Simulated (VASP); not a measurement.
A run of VASP 6.6.1 is set up as follows.

Contents of INCAR:

```
ALGO     = Normal         # electronic algorithm
EDIFF    = 1E-6           # SCF threshold, eV
ENCUT    = 520            # plane-wave cutoff, eV
GGA      = PE             # functional
ISIF     = 2              # what is computed and relaxed
ISMEAR   = 0              # smearing method
LASPH    = T              # aspherical terms in the spheres
LCHARG   = F              # write CHGCAR
LREAL    = Auto         
LWAVE    = F              # write WAVECAR
NBANDS   = 52             # bands
NELECT   = 76.0         
NELM     = 100            # most SCF steps
PREC     = Accurate       # precision mode
SIGMA    = 0.01           # smearing width, eV
```

The input KPOINTS:

```
k-points
0
Gamma
  2 2 2
```

Contents of POSCAR:

```
Al7GeN8
1.0
    0.0000000000      0.0000000000      5.0179604226
   -3.1302455678      5.4217443637      0.0000000000
   -3.1302455678     -5.4217443637      0.0000000000
Ge Al N
1 7 8
Direct
    0.9589406927      0.1702411516      0.3352763256
    0.9953652665      0.6691252176      0.3335098809
    0.9953578202      0.1719676137      0.8363432616
    0.9955387810      0.6691701231      0.8363706059
    0.4987000871      0.8316989519      0.1663073603
    0.4982541350      0.3391190571      0.1663608166
    0.4932045903      0.8366991931      0.6687836609
    0.4987130349      0.3391872414      0.6737623040
    0.5284079586      0.1699915334      0.3354910114
    0.3714952647      0.6717862673      0.3389425007
    0.3715050273      0.1665545869      0.8336877520
    0.3716826109      0.6717686806      0.8337278739
    0.8678047410      0.8010523030      0.1508777894
    0.8672207133      0.3547750115      0.1506997503
    0.8735710966      0.8367352042      0.6687437182
    0.8678052234      0.3546588151      0.7044802693
```

Potentials or basis: VASP PAW PBE potentials, release 64 (Ge_d, Al, N).

Command:

```sh
$ cat potpaw_PBE.64/Ge_d/POTCAR potpaw_PBE.64/Al/POTCAR potpaw_PBE.64/N/POTCAR > POTCAR
$ mpirun -np 1 vasp_std > vasp.out
```

Problem. Predict the largest force.

Solution. 0.028 eV/Å.

Problem. What does it give for the band gap on the k mesh?

Solution. 1.34 eV, indirect (least direct gap 1.76 eV).

Forces in eV/Å, atoms in the order of the input:
```
Ge   0.001 -0.001  0.028
Al   0.000  0.000  0.005
Al  -0.003  0.002  0.006
Al   0.002 -0.003  0.007
Al   0.012 -0.006 -0.002
Al   0.001  0.017 -0.003
Al  -0.003  0.002 -0.007
Al  -0.016 -0.009 -0.007
N    0.001  0.000 -0.013
N    0.002  0.001 -0.003
N    0.000  0.000 -0.004
N    0.000  0.000 -0.003
N    0.013 -0.008 -0.004
N    0.001  0.013 -0.001
N    0.000  0.000  0.006
N   -0.010 -0.007 -0.005
```

Caveat: the k mesh is coarse (spacing up to 0.63 Å⁻¹), so the values aren't converged; the cell carries a net charge on a neutralising background, which shifts energy and pressure; the cell is charged against a uniform background, so pressure and absolute levels hang on convention.
